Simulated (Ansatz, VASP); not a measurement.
# Two plane-wave programs on NiPt

Contents of INCAR:

```
SYSTEM = NiPt
PREC = Accurate ; ENCUT = 520
EDIFF = 1E-6 ; ISMEAR = -1
SIGMA = 0.1 ; LREAL = .False.
LASPH = .True. ; NELM = 100
ALGO = Normal ; ISIF = 2
LWAVE = .False. ; LCHARG = .False.
NBANDS = 17
```

Contents of KPOINTS:

```
Automatic mesh
0
Gamma
  11 11 8
  0 0 0
```

POSCAR

```
NiPt
1.0
    2.6356571635      0.0000000000      0.0000000000
    0.0000000000      2.6356571635      0.0000000000
    0.0000000000      0.0000000000      3.4802340486
Ni Pt
1 1
Direct
    0.5000000000      0.5000000000      0.5000000000
    0.0000000000      0.0000000000      0.0000000000
```

Input for Ansatz:

```yaml
crystal:
  lattice:
    - [2.6356571635, 0.0, 0.0]
    - [0.0, 2.6356571635, 0.0]
    - [0.0, 0.0, 3.4802340486]
  atoms:
    - { symbol: Ni, position: [0.5, 0.5, 0.5] }
    - { symbol: Pt, position: [0.0, 0.0, 0.0] }
kpoints:
  mp_grid: { grid: [11, 11, 8] }
scf:
  occupations: { method: fermi_dirac, width: 0.1 }
hamiltonian:
  xc: lda
  pseudopotentials: { kind: paw }
output:
  forces: true
  stress: true
  eigenvalues: true
```

Change from the starting cell: volume scaled by 0.92, no spin polarisation, PAW files.

Alike in both runs: task single point; functional LDA; k mesh 11 × 11 × 8; occupations fermi-dirac, width 0.1 eV; no spin polarisation.

|  | VASP | Ansatz |
| --- | --- | --- |
| version | VASP 6.6.1 | Ansatz 0.2.0 |
| potentials or method | VASP PAW LDA potentials, release 64 (Ni, Pt) | PAW with Ansatz's default frozen-core files, scalar-relativistic |
| plane-wave cutoff (eV) | 520 | 420 |
| valence electrons in the cell | 20 | 36 |

|  | VASP | Ansatz | Ansatz less VASP |
| --- | --- | --- | --- |
| pressure (GPa) | 9.6 | 9.1 | -0.43 |
| largest component of the traceless stress (GPa) | 0.65 | 0.53 | -0.125 |

The two sets of potentials don't hold the same shells in valence.

Spin-orbit coupling is left out, which matters for the levels of Pt. Spin polarisation is off, so any magnetic state and its effect on volume and gap are missing.
